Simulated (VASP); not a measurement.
# Al2O3 (R-3c) in VASP: notebook, part 2 of 3

VASP 6.6.1. Earlier steps stand in the parts before.

### Step 3. Band structure, LDA

Input file POSCAR:

```
Al2O3                                   
1.0
    2.4028313787      1.3872753696      4.3714308429
   -2.4028313787      1.3872753696      4.3714308429
    0.0000000000     -2.7745507393      4.3714308429
  Al              O             
     4     6
Direct
     0.6478601473919312    0.6478601473919312    0.6478601473919312
     0.8521398526080688    0.8521398526080688    0.8521398526080688
     0.1478601473919312    0.1478601473919312    0.1478601473919312
     0.3521398526080688    0.3521398526080688    0.3521398526080688
     0.4438042327246734    0.0561957672753266    0.7500000000000000
     0.9438042327246734    0.2500000000000000    0.5561957672753266
     0.0561957672753266    0.7500000000000000    0.4438042327246734
     0.7500000000000000    0.4438042327246734    0.0561957672753266
     0.2500000000000000    0.5561957672753266    0.9438042327246734
     0.5561957672753266    0.9438042327246734    0.2500000000000000
```

Input file INCAR.step1:

```
ALGO     = Normal         # electronic algorithm
EDIFF    = 1E-6           # SCF threshold, eV
ENCUT    = 450            # plane-wave cutoff, eV
ISIF     = 2              # what is computed and relaxed
ISMEAR   = 0              # smearing method
KPAR     = 4            
LASPH    = T              # aspherical terms in the spheres
LCHARG   = T              # write CHGCAR
LREAL    = F              # projectors in reciprocal space
LWAVE    = F              # write WAVECAR
NBANDS   = 35             # bands
NELM     = 120            # most SCF steps
PREC     = Accurate       # precision mode
SIGMA    = 0.02           # smearing width, eV
```

Input file KPOINTS.step1:

```
k-points
0
Gamma
  8 8 8
```

Input file INCAR.step2:

```
ALGO     = Normal         # electronic algorithm
EDIFF    = 1E-6           # SCF threshold, eV
ENCUT    = 450            # plane-wave cutoff, eV
ICHARG   = 11             # starting density
ISIF     = 2              # what is computed and relaxed
ISMEAR   = 0              # smearing method
KPAR     = 4            
LASPH    = T              # aspherical terms in the spheres
LCHARG   = F              # write CHGCAR
LREAL    = F              # projectors in reciprocal space
LWAVE    = F              # write WAVECAR
NBANDS   = 35             # bands
NELM     = 120            # most SCF steps
PREC     = Accurate       # precision mode
SIGMA    = 0.05           # smearing width, eV
```

Input file KPOINTS.step2:

```
path GLB1,BZGX,QFP1Z,LP
10
line-mode
reciprocal
 0.0000000000  0.0000000000  0.0000000000  G
 0.5000000000  0.0000000000  0.0000000000  L

 0.5000000000  0.0000000000  0.0000000000  L
 0.5000000000  0.2337696973 -0.2337696973  B1

 0.7662303027  0.5000000000  0.2337696973  B
 0.5000000000  0.5000000000  0.5000000000  Z

 0.5000000000  0.5000000000  0.5000000000  Z
 0.0000000000  0.0000000000  0.0000000000  G

 0.0000000000  0.0000000000  0.0000000000  G
 0.3668848486  0.0000000000 -0.3668848486  X

 0.6331151514  0.3668848486  0.0000000000  Q
 0.5000000000  0.5000000000  0.0000000000  F

 0.5000000000  0.5000000000  0.0000000000  F
 0.6331151514  0.6331151514  0.2337696973  P1

 0.6331151514  0.6331151514  0.2337696973  P1
 0.5000000000  0.5000000000  0.5000000000  Z

 0.5000000000  0.0000000000  0.0000000000  L
 0.7662303027  0.3668848486  0.3668848486  P
```

Potentials or basis: VASP PAW LDA potentials, release 64 (Al, O).

Command:

```console
$ cat potpaw_LDA.64/Al/POTCAR potpaw_LDA.64/O/POTCAR > POTCAR
$ cp INCAR.step1 INCAR
$ cp KPOINTS.step1 KPOINTS
$ mpirun -np 4 vasp_std > vasp.out
$ cp INCAR.step2 INCAR
$ cp KPOINTS.step2 KPOINTS
$ mpirun -np 4 vasp_std > vasp.out
```

OUTCAR:

```text
EDIFF = 1E-6
   ENCUT = 450
   ICHARG = 11
   ISIF = 2
   ISMEAR = 0
   LASPH = T
   LREAL = F
   NELM = 120
   PREC = Accurate

 ion  position               nearest neighbor table
   1  0.648  0.648  0.648-   6 1.87  10 1.87   9 1.87   5 1.99   7 1.99   8 1.99   2 2.68   4 2.82
                             4 2.82   4 2.82   2 3.25   2 3.25   2 3.25
   2  0.852  0.852  0.852-   9 1.87  10 1.87   6 1.87   5 1.99   8 1.99   7 1.99   1 2.68   3 2.82
                             3 2.82   3 2.82   1 3.25   1 3.25   1 3.25
   3  0.148  0.148  0.148-   8 1.87   5 1.87   7 1.87  10 1.99   9 1.99   6 1.99   4 2.68   2 2.82
                             2 2.82   2 2.82   4 3.25   4 3.25   4 3.25
   4  0.352  0.352  0.352-   7 1.87   5 1.87   8 1.87  10 1.99   6 1.99   9 1.99   3 2.68   1 2.82
                             1 2.82   1 2.82   3 3.25   3 3.25   3 3.25
   5  0.444  0.056  0.750-   3 1.87   4 1.87   1 1.99   2 1.99
   6  0.944  0.250  0.556-   1 1.87   2 1.87   4 1.99   3 1.99
   7  0.056  0.750  0.444-   4 1.87   3 1.87   1 1.99   2 1.99
   8  0.750  0.444  0.056-   3 1.87   4 1.87   2 1.99   1 1.99
   9  0.250  0.556  0.944-   2 1.87   1 1.87   3 1.99   4 1.99
  10  0.556  0.944  0.250-   1 1.87   2 1.87   3 1.99   4 1.99

[... 204 lines left out ...]
  band No.  band energies     occupation
      1     -13.2938      2.00000
      2     -10.9711      2.00000
      3     -10.6934      2.00000
      4     -10.6934      2.00000
      5     -10.3751      2.00000
      6     -10.3751      2.00000
[... 901 lines left out ...]
     34      18.4170      0.00000
     35      19.0573      0.00000

 [... further k-points ...]
[... 5 lines left out ...]
  --------------------------------------------------------------------------------------
  -------------------------------------------------------------------------------------
  Total       -7.1832115     -7.1832117     -6.8487365      0.0000000      0.0000000      0.0000000
  in kB     -131.6340979   -131.6341029   -125.5047625      0.0000000      0.0000000      0.0000000
  external PRESSURE =    -129.5909878 kB  Pullay stress =       0.0000000 kB

 VOLUME and BASIS-vectors are now :
 -----------------------------------------------------------------------------
  energy-cutoff  :      450.00
  volume of cell :       87.43
      direct lattice vectors                 reciprocal lattice vectors
     2.402831379  1.387275370  4.371430843     0.208087844  0.120139570  0.076252684
    -2.402831379  1.387275370  4.371430843    -0.208087844  0.120139570  0.076252684
     0.000000000 -2.774550739  4.371430843     0.000000000 -0.240279140  0.076252684

 POSITION                                       TOTAL-FORCE (eV/Angst)
 -----------------------------------------------------------------------------------
      0.00000     -0.00000      8.49623         0.000000     -0.000000      0.020256
      0.00000     -0.00000     11.17521         0.000000      0.000000     -0.020256
      0.00000     -0.00000      1.93908         0.000000     -0.000000      0.020256
      0.00000     -0.00000      4.61807         0.000000      0.000000     -0.020256
      0.93136     -1.38728      5.46429         0.071447     -0.000000     -0.000000
      1.66709      0.11294      7.65000         0.035724      0.061875      0.000000
     -1.66709     -0.11294      5.46429        -0.035724     -0.061875      0.000000
      0.73574      1.50022      5.46429        -0.035724      0.061875      0.000000
     -0.73574     -1.50022      7.65000         0.035724     -0.061875      0.000000
     -0.93136      1.38728      7.65000        -0.071447     -0.000000     -0.000000
 -----------------------------------------------------------------------------------
    total drift:                               -0.000000      0.000000      0.000000

  FREE ENERGIE OF THE ION-ELECTRON SYSTEM (eV)
  ---------------------------------------------------
  free  energy   TOTEN  =       -83.1247637964 eV

  energy  without entropy=      -83.1247637964  energy(sigma->0) =      -83.12476380
```

OUTCAR.step1:

```text
EDIFF = 1E-6
   ENCUT = 450
   ISIF = 2
   ISMEAR = 0
[... 1172 lines left out ...]
     -1.66709     -0.11294      5.46429        -0.048097     -0.083306     -0.000000
      0.73574      1.50022      5.46429        -0.048097      0.083306     -0.000000
     -0.73574     -1.50022      7.65000         0.048097     -0.083306     -0.000000
     -0.93136      1.38728      7.65000        -0.096193      0.000000      0.000000
 -----------------------------------------------------------------------------------
    total drift:                               -0.000000     -0.000000      0.000000

  FREE ENERGIE OF THE ION-ELECTRON SYSTEM (eV)
  ---------------------------------------------------
  free  energy   TOTEN  =       -83.0071291833 eV

  energy  without entropy=      -83.0071291833  energy(sigma->0) =      -83.00712918
```

OSZICAR.step1:

```text
N       E                     dE             d eps       ncg     rms          rms(c)
DAV:   1     0.189632627414E+03    0.18963E+03   -0.23260E+04  4558   0.116E+03
DAV:   2    -0.801663464955E+02   -0.26980E+03   -0.26196E+03  5763   0.267E+02
DAV:   3    -0.911756467406E+02   -0.11009E+02   -0.10974E+02  5894   0.552E+01
DAV:   4    -0.912521063554E+02   -0.76460E-01   -0.76406E-01  5700   0.534E+00
DAV:   5    -0.912528545196E+02   -0.74816E-03   -0.74799E-03  5680   0.518E-01    0.172E+01
DAV:   6    -0.831960925683E+02    0.80568E+01   -0.28422E+01  5538   0.278E+01    0.618E+00
DAV:   7    -0.830967222390E+02    0.99370E-01   -0.83260E-01  5459   0.447E+00    0.318E+00
DAV:   8    -0.830140122947E+02    0.82710E-01   -0.82327E-02  5745   0.208E+00    0.724E-01
DAV:   9    -0.830070696397E+02    0.69427E-02   -0.12971E-02  5932   0.586E-01    0.269E-01
DAV:  10    -0.830071530267E+02   -0.83387E-04   -0.51440E-04  5408   0.136E-01    0.637E-02
DAV:  11    -0.830071288400E+02    0.24187E-04   -0.14255E-04  5604   0.685E-02    0.247E-02
DAV:  12    -0.830071291833E+02   -0.34336E-06   -0.42524E-06  5651   0.133E-02
   1 F= -.83007129E+02 E0= -.83007129E+02  d E =-.159963E-15
```

Run time: 53 s. Hardware: 4 MPI ranks of Intel Xeon 6975P-C (Granite Rapids), shared host; peak memory 0.26 GiB.

What came out:

* Band gap on the k mesh: 5.82 eV, direct
* Band gap along the path: 5.83 eV, direct

Levels at the corners of the path, in eV from the valence-band top:
```tsv
point	band 21	band 22	band 23	band 24	band 25	band 26	band 27	band 28
Γ	-0.46	-0.03	-0.03	0.00	5.83	8.74	10.16	11.10
L	-0.87	-0.87	-0.25	-0.25	9.03	9.03	9.18	9.18
L	-0.87	-0.87	-0.25	-0.25	9.03	9.03	9.18	9.18
B1	-0.81	-0.81	-0.48	-0.48	9.26	9.26	9.67	9.67
B	-0.81	-0.81	-0.48	-0.48	9.26	9.26	9.67	9.67
Z	-0.35	-0.35	-0.35	-0.35	8.26	8.26	10.58	10.58
Z	-0.35	-0.35	-0.35	-0.35	8.26	8.26	10.58	10.58
Γ	-0.46	-0.03	-0.03	0.00	5.83	8.74	10.16	11.10
Γ	-0.46	-0.03	-0.03	0.00	5.83	8.74	10.16	11.10
X	-0.85	-0.81	-0.53	-0.26	9.06	9.09	9.33	9.83
Q	-0.85	-0.81	-0.53	-0.26	9.06	9.09	9.33	9.83
F	-0.98	-0.89	-0.71	-0.23	9.24	9.26	9.48	9.99
F	-0.98	-0.89	-0.71	-0.23	9.24	9.26	9.48	9.99
P1	-0.99	-0.83	-0.72	-0.44	9.29	9.50	9.75	9.90
P1	-0.99	-0.83	-0.72	-0.44	9.29	9.50	9.75	9.90
Z	-0.35	-0.35	-0.35	-0.35	8.26	8.26	10.58	10.58
L	-0.87	-0.87	-0.25	-0.25	9.03	9.03	9.18	9.18
P	-0.99	-0.83	-0.72	-0.44	9.29	9.50	9.75	9.90
```

Caveat: the cutoff is under 1.25 times the usual one of these potentials, so pressure, stress and relaxed cells hold a basis-set (Pulay) error; the log is that of the step along the path at fixed density, whose energy, stress, charges and moments have no meaning.

### Step 4. Band structure, PBE

POSCAR is that of step 3.

INCAR.step1, as its differences from that of step 3:

```diff
@@ -3,2 +3,3 @@
 ENCUT    = 450            # plane-wave cutoff, eV
+GGA      = PE             # functional
 ISIF     = 2              # what is computed and relaxed
```

KPOINTS.step1 is that of step 3.

INCAR.step2, as its differences from that of step 3:

```diff
@@ -3,2 +3,3 @@
 ENCUT    = 450            # plane-wave cutoff, eV
+GGA      = PE             # functional
 ICHARG   = 11             # starting density
```

KPOINTS.step2 is that of step 3.

Potentials or basis: VASP PAW PBE potentials, release 64 (Al, O).

Command:

```console
$ cat potpaw_PBE.64/Al/POTCAR potpaw_PBE.64/O/POTCAR > POTCAR
$ cp INCAR.step1 INCAR
$ cp KPOINTS.step1 KPOINTS
$ mpirun -np 4 vasp_std > vasp.out
$ cp INCAR.step2 INCAR
$ cp KPOINTS.step2 KPOINTS
$ mpirun -np 4 vasp_std > vasp.out
```

Wall time 48 s (4 MPI ranks of Intel Xeon 6975P-C (Granite Rapids), shared host); peak memory 0.28 GiB.

The run converged. Its results:

- Band gap on the k mesh: 5.87 eV, direct
- Band gap along the path: 5.87 eV, direct

Levels at the corners of the path, in eV from the valence-band top:
```
point  band 21  band 22  band 23  band 24  band 25  band 26  band 27  band 28
    Γ    -0.46    -0.03    -0.03     0.00     5.87     8.92    10.39    11.29
    L    -0.86    -0.86    -0.25    -0.25     9.16     9.16     9.37     9.37
    L    -0.86    -0.86    -0.25    -0.25     9.16     9.16     9.37     9.37
   B1    -0.80    -0.80    -0.47    -0.47     9.43     9.43     9.84     9.84
    B    -0.80    -0.80    -0.47    -0.47     9.43     9.43     9.84     9.84
    Z    -0.35    -0.35    -0.35    -0.35     8.37     8.37    10.86    10.86
    Z    -0.35    -0.35    -0.35    -0.35     8.37     8.37    10.86    10.86
    Γ    -0.46    -0.03    -0.03     0.00     5.87     8.92    10.39    11.29
    Γ    -0.46    -0.03    -0.03     0.00     5.87     8.92    10.39    11.29
    X    -0.84    -0.80    -0.53    -0.26     9.20     9.27     9.51    10.07
    Q    -0.84    -0.80    -0.53    -0.26     9.20     9.27     9.51    10.07
    F    -0.97    -0.87    -0.70    -0.23     9.38     9.50     9.64    10.16
    F    -0.97    -0.87    -0.70    -0.23     9.38     9.50     9.64    10.16
   P1    -0.98    -0.81    -0.71    -0.43     9.47     9.72     9.92    10.03
   P1    -0.98    -0.81    -0.71    -0.43     9.47     9.72     9.92    10.03
    Z    -0.35    -0.35    -0.35    -0.35     8.37     8.37    10.86    10.86
    L    -0.86    -0.86    -0.25    -0.25     9.16     9.16     9.37     9.37
    P    -0.98    -0.81    -0.71    -0.43     9.47     9.72     9.92    10.03
```

Caveat: the cutoff is under 1.25 times the usual one of these potentials, so pressure, stress and relaxed cells hold a basis-set (Pulay) error; the log is that of the step along the path at fixed density, whose energy, stress, charges and moments have no meaning.

### Step 5. Band structure, r2SCAN

Input file INCAR:

```
ALGO     = Normal         # electronic algorithm
EDIFF    = 1E-6           # SCF threshold, eV
ENCUT    = 450            # plane-wave cutoff, eV
ISIF     = 2              # what is computed and relaxed
ISMEAR   = 0              # smearing method
KPAR     = 4            
LASPH    = T              # aspherical terms in the spheres
LCHARG   = F              # write CHGCAR
LMIXTAU  = T            
LREAL    = F              # projectors in reciprocal space
LWAVE    = F              # write WAVECAR
METAGGA  = R2SCAN         # meta-GGA
NBANDS   = 35             # bands
NELM     = 120            # most SCF steps
PREC     = Accurate       # precision mode
SIGMA    = 0.02           # smearing width, eV
```

Input file KPOINTS:

```
k-points
0
Gamma
  8 8 8
```

POSCAR is that of step 4.

Input file KPOINTS_OPT:

```
path GLB1,BZGX,QFP1Z,LP
10
line-mode
reciprocal
 0.0000000000  0.0000000000  0.0000000000  G
 0.5000000000  0.0000000000  0.0000000000  L

 0.5000000000  0.0000000000  0.0000000000  L
 0.5000000000  0.2337696973 -0.2337696973  B1

 0.7662303027  0.5000000000  0.2337696973  B
 0.5000000000  0.5000000000  0.5000000000  Z

 0.5000000000  0.5000000000  0.5000000000  Z
 0.0000000000  0.0000000000  0.0000000000  G

 0.0000000000  0.0000000000  0.0000000000  G
 0.3668848486  0.0000000000 -0.3668848486  X

 0.6331151514  0.3668848486  0.0000000000  Q
 0.5000000000  0.5000000000  0.0000000000  F

 0.5000000000  0.5000000000  0.0000000000  F
 0.6331151514  0.6331151514  0.2337696973  P1

 0.6331151514  0.6331151514  0.2337696973  P1
 0.5000000000  0.5000000000  0.5000000000  Z

 0.5000000000  0.0000000000  0.0000000000  L
 0.7662303027  0.3668848486  0.3668848486  P
```

Command:

```console
$ cat potpaw_PBE.64/Al/POTCAR potpaw_PBE.64/O/POTCAR > POTCAR
$ mpirun -np 4 vasp_std > vasp.out
```

It took 4.2 min on 4 MPI ranks of Intel Xeon 6975P-C (Granite Rapids), shared host; peak memory 0.34 GiB.

Results (log left out):

```
Free energy             : -96.2472 eV
Largest force           : 0.045 eV/Å
Band gap on the k mesh  : 6.78 eV, direct
Band gap along the path : 6.78 eV, direct
```

Forces in eV/Å, atoms in the order of the input:
```
Al   0.000  0.000  0.045
Al   0.000  0.000 -0.045
Al   0.000  0.000  0.045
Al   0.000  0.000 -0.045
O    0.033  0.000  0.000
O    0.016  0.028  0.000
O   -0.016 -0.028  0.000
O   -0.016  0.028  0.000
O    0.016 -0.028  0.000
O   -0.033  0.000  0.000
```

Levels at the corners of the path, in eV from the valence-band top:
```tsv
point	band 20	band 21	band 22	band 23	band 24	band 25	band 26	band 27	band 28	band 29
Γ	-0.49	-0.49	-0.05	-0.05	0.00	6.78	9.88	11.56	12.33	12.33
L	-1.32	-0.89	-0.89	-0.27	-0.27	10.12	10.12	10.39	10.39	12.59
L	-1.32	-0.89	-0.89	-0.27	-0.27	10.12	10.12	10.39	10.39	12.59
B1	-1.17	-0.84	-0.84	-0.50	-0.50	10.43	10.43	10.82	10.82	11.40
B	-1.17	-0.84	-0.84	-0.50	-0.50	10.43	10.43	10.82	10.82	11.40
Z	-1.97	-0.38	-0.38	-0.38	-0.38	9.30	9.30	11.90	11.90	13.28
Z	-1.97	-0.38	-0.38	-0.38	-0.38	9.30	9.30	11.90	11.90	13.28
Γ	-0.49	-0.49	-0.05	-0.05	0.00	6.78	9.88	11.56	12.33	12.33
Γ	-0.49	-0.49	-0.05	-0.05	0.00	6.78	9.88	11.56	12.33	12.33
X	-1.09	-0.88	-0.84	-0.55	-0.28	10.23	10.23	10.46	11.02	11.46
Q	-1.09	-0.88	-0.84	-0.55	-0.28	10.23	10.23	10.46	11.02	11.46
F	-1.29	-1.01	-0.89	-0.74	-0.25	10.42	10.43	10.59	11.16	11.95
F	-1.29	-1.01	-0.89	-0.74	-0.25	10.42	10.43	10.59	11.16	11.95
P1	-1.05	-1.02	-0.85	-0.73	-0.46	10.49	10.64	10.86	11.09	11.14
P1	-1.05	-1.02	-0.85	-0.73	-0.46	10.49	10.64	10.86	11.09	11.14
Z	-1.97	-0.38	-0.38	-0.38	-0.38	9.30	9.30	11.90	11.90	13.28
L	-1.32	-0.89	-0.89	-0.27	-0.27	10.12	10.12	10.39	10.39	12.59
P	-1.05	-1.02	-0.85	-0.73	-0.46	10.49	10.64	10.86	11.09	11.14
```

Caveat: the cutoff is under 1.25 times the usual one of these potentials, so pressure, stress and relaxed cells hold a basis-set (Pulay) error; the PAW data sets were made with another functional, which shifts forces and pressure a little.

[end of part 2 of 3]
